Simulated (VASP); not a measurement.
A convergence study with VASP on CaO (rock salt): a few settings are varied, all else stays as given below, so the limit is that of these other settings. The cell's lengths are 1 % over those of the tabulated start and one atom is moved, so it is off equilibrium.

```
CELL_PARAMETERS angstrom
      0.00000     2.42905     2.42905
      2.42905     0.00000     2.42905
      2.42905     2.42905     0.00000
ATOMIC_POSITIONS crystal
  Ca 0.00000 0.00000 0.00000
  O  0.48753 0.51247 0.51247
```

These are LDA (Ceperley-Alder, Perdew-Zunger), VASP's LDA PAW potentials (set 64) (plane waves; VASP 6.6.1) values and carry that method's errors. The last row used: LREAL = Auto, 700 eV cut-off, 8×8×8 Γ-centred mesh, Gaussian smearing of 0.050 eV, potentials Ca_sv O.

Gaps are read on the run's mesh, which can miss a band edge.

| setting | E (eV/atom) | pressure (GPa) | gap on the mesh (eV) | plane waves |
|---|---|---|---|---|
| ENCUT = 400, LREAL = .FALSE., PREC = Normal | -7.0837 | -12.35 | 3.498 | 544 |
| ENCUT = 500, LREAL = .FALSE., PREC = Normal | -7.0727 | -9.13 | 3.485 | 745 |
| ENCUT = 600, LREAL = .FALSE., PREC = Normal | -7.0738 | -9.19 | 3.486 | 982 |
| ENCUT = 700, LREAL = .FALSE., PREC = Normal | -7.0753 | -9.21 | 3.487 | 1243 |
| ENCUT = 400, LREAL = .FALSE., PREC = Accurate | -7.0833 | -12.38 | 3.498 | 544 |
| ENCUT = 500, LREAL = .FALSE., PREC = Accurate | -7.0728 | -9.13 | 3.485 | 745 |
| ENCUT = 600, LREAL = .FALSE., PREC = Accurate | -7.0738 | -9.19 | 3.486 | 982 |
| ENCUT = 700, LREAL = .FALSE., PREC = Accurate | -7.0753 | -9.21 | 3.487 | 1243 |
| ENCUT = 400, LREAL = Auto, PREC = Normal | -7.0837 | -12.33 | 3.498 | 544 |
| ENCUT = 500, LREAL = Auto, PREC = Normal | -7.0725 | -9.25 | 3.485 | 745 |
| ENCUT = 600, LREAL = Auto, PREC = Normal | -7.0739 | -9.17 | 3.486 | 982 |
| ENCUT = 700, LREAL = Auto, PREC = Normal | -7.0750 | -9.20 | 3.487 | 1243 |
| ENCUT = 400, LREAL = Auto, PREC = Accurate | -7.0834 | -12.38 | 3.498 | 544 |
| ENCUT = 500, LREAL = Auto, PREC = Accurate | -7.0731 | -9.14 | 3.485 | 745 |
| ENCUT = 600, LREAL = Auto, PREC = Accurate | -7.0739 | -9.18 | 3.486 | 982 |
| ENCUT = 700, LREAL = Auto, PREC = Accurate | -7.0755 | -9.21 | 3.487 | 1243 |

Left out are rungs that failed or repeat a setting and relaxations that didn't move; long series are thinned to 24 rows.

The compound is CaO in the rock salt structure. The cell was not relaxed at this level, it is distorted from the ideal structure.
